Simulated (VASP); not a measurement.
Output of a VASP run:

### OSZICAR
```
       N       E                     dE             d eps       ncg     rms          rms(c)
DAV:   1     0.242289975638E+03    0.24229E+03   -0.13414E+04   416   0.964E+02
DAV:   2    -0.949520748244E+01   -0.25179E+03   -0.24707E+03   430   0.317E+02
DAV:   3    -0.325112210978E+02   -0.23016E+02   -0.22548E+02   568   0.826E+01
DAV:   4    -0.331912124903E+02   -0.67999E+00   -0.65847E+00   512   0.145E+01
DAV:   5    -0.332209103304E+02   -0.29698E-01   -0.29350E-01   565   0.245E+00    0.231E+01
DAV:   6    -0.328093966527E+02    0.41151E+00   -0.36531E+00   605   0.168E+01    0.119E+01
DAV:   7    -0.327416163550E+02    0.67780E-01   -0.22629E+00   604   0.134E+01    0.629E+00
DAV:   8    -0.325835097768E+02    0.15811E+00   -0.59391E-01   589   0.756E+00    0.383E-01
DAV:   9    -0.325851635813E+02   -0.16538E-02   -0.35023E-02   572   0.104E+00    0.201E-01
DAV:  10    -0.325848507635E+02    0.31282E-03   -0.28274E-03   525   0.451E-01    0.774E-02
DAV:  11    -0.325849240032E+02   -0.73240E-04   -0.19351E-04   538   0.900E-02    0.304E-02
DAV:  12    -0.325849291175E+02   -0.51143E-05   -0.73747E-05   573   0.687E-02    0.904E-03
DAV:  13    -0.325849309591E+02   -0.18416E-05   -0.60409E-06   517   0.212E-02    0.317E-03
DAV:  14    -0.325849308558E+02    0.10330E-06   -0.56063E-07   307   0.620E-03
   1 F= -.32584931E+02 E0= -.32443732E+02  d E =-.282399E+00
```

**OUTCAR**
```
------------------------ aborting loop because EDIFF is reached ----------------------------------------
  FORCE on cell =-STRESS in cart. coord.  units (eV):
  Direction    XX          YY          ZZ          XY          YZ          ZX
  --------------------------------------------------------------------------------------
  Total       10.4832498      8.2614924      8.5450483     -0.0000000      0.0000000      0.0000000
  in kB      153.8840437    121.2707776    125.4331056     -0.0000000      0.0000000      0.0000000
  external PRESSURE =     133.5293089 kB  Pullay stress =       0.0000000 kB
  volume of cell :      109.15
      direct lattice vectors                 reciprocal lattice vectors
     4.896181000  0.000000000  0.000000000     0.204240815  0.000000000  0.000000000
     0.000000000  5.975751000  0.000000000     0.000000000  0.167342983  0.000000000
     0.000000000  0.000000000  3.730465000     0.000000000  0.000000000  0.268063097
 POSITION                                       TOTAL-FORCE (eV/Angst)
 -----------------------------------------------------------------------------------
      0.00000      0.00000      0.00000         0.000000      0.000000      0.000000
      2.44809      2.98788      1.86523         0.000000      0.000000      0.000000
      0.98119      2.26302      0.00000         1.250060     -0.569780      0.000000
      3.42929      0.72486      1.86523         1.250060      0.569780      0.000000
      1.46690      5.25089      1.86523        -1.250060     -0.569780     -0.000000
      3.91499      3.71273      0.00000        -1.250060      0.569780     -0.000000
 -----------------------------------------------------------------------------------
    total drift:                                0.000000      0.000000      0.000000
  FREE ENERGIE OF THE ION-ELECTRON SYSTEM (eV)
  ---------------------------------------------------
  free  energy   TOTEN  =       -32.5849308558 eV

  energy  without entropy=      -32.3025321635  energy(sigma->0) =      -32.44373151
```
(Selected blocks of OUTCAR.)

### POSCAR
```
IrSe2
1
    4.8961810000     0.0000000000     0.0000000000
    0.0000000000     5.9757510000     0.0000000000
    0.0000000000     0.0000000000     3.7304650000
Ir Se
2 4
Direct
  0.0000000000   0.0000000000   0.0000000000
  0.5000000000   0.5000000000   0.5000000000
  0.2004000000   0.3787000000   0.0000000000
  0.7004000000   0.1213000000   0.5000000000
  0.2996000000   0.8787000000   0.5000000000
  0.7996000000   0.6213000000   0.0000000000
```

### Question
Reconstruct the remaining input files.

### Answer
Several could match; the one computed here: the input of the run itself, PBE GGA, plane waves, VASP's PBE PAW potentials (set 64).

INCAR:
```
SYSTEM = IrSe2
PREC = Accurate; ENCUT = 300; LREAL = .False.
LASPH = .True.
EDIFF = 1E-6; NELM = 100; ALGO = Normal
LMAXMIX = 6
ISMEAR = -1; SIGMA = 0.136
GGA = PE
ISIF = 2
LWAVE = .False.; LCHARG = .False.
```

File KPOINTS:
```
Automatic
0
gamma
  3 2 3
```

POTCAR, in this order: Ir Se (PBE.64 set). Program: vasp_std.

At this cut-off the stress carries a Pulay error, which pulls relaxed volumes low.

The structure was generated: IrSe2 was put into an ordered model structure, which need not be its known phase. The cell was not relaxed at this level, and its volume differs by -5.9 % from the start's. The k-mesh is coarse (spacing up to 0.56 per Å, 2π included), so the numbers may not be converged in it.
